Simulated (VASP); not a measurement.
A run of VASP 6.6.1:

The input INCAR:

```
PREC = Accurate ; ENCUT = 600
EDIFF = 1E-7 ; ISMEAR = 0
SIGMA = 0.03 ; LREAL = False
LASPH = True ; NELM = 150
ALGO = Normal ; ISIF = 3
LWAVE = False ; LCHARG = False
ISPIN = 2 ; MAGMOM = 4 0
LORBIT = 11 ; LMAXMIX = 4
LDAU = True ; LDAUTYPE = 2
LDAUL = 2 -1 ; LDAUU = 5.3 0
LDAUJ = 0 0 ; LDAUPRINT = 1
GGA = PE ; IBRION = 2
NSW = 90 ; EDIFFG = -0.005
AMIX = 0.2 ; BMIX = 1E-4
AMIX_MAG = 0.8 ; BMIX_MAG = 1E-4
```

KPOINTS

```
Automatic mesh
0
Gamma
  12 12 12
```

File POSCAR:

```
FeO                                     
1.0
   -0.0000000000      2.1507572281      2.1507572281
    2.1507572281      0.0000000000      2.1507572281
    2.1507572281      2.1507572281     -0.0000000000
  Fe              O             
     1     1
Direct
     0.0000000000000000    0.0000000000000000    0.0000000000000000
     0.5000000000000000    0.5000000000000000    0.5000000000000000
```

Potentials or basis: VASP PAW PBE potentials, release 64 (Fe, O).

Command:

```console
$ cat potpaw_PBE.64/Fe/POTCAR potpaw_PBE.64/O/POTCAR > POTCAR
$ mpirun -np 1 vasp_std > vasp.out
```

Hardware: 1 thread of Intel(R) Xeon(R) 6975P-C (Granite Rapids), on a shared host.

Question: Estimate the wall time of this run.

Answer: Wall time 17 s on 1 thread of Intel(R) Xeon(R) 6975P-C (Granite Rapids), with other jobs on the host, peak memory 0.18 GiB. Counts: scf iterations 16, k points 72, ion steps 1.
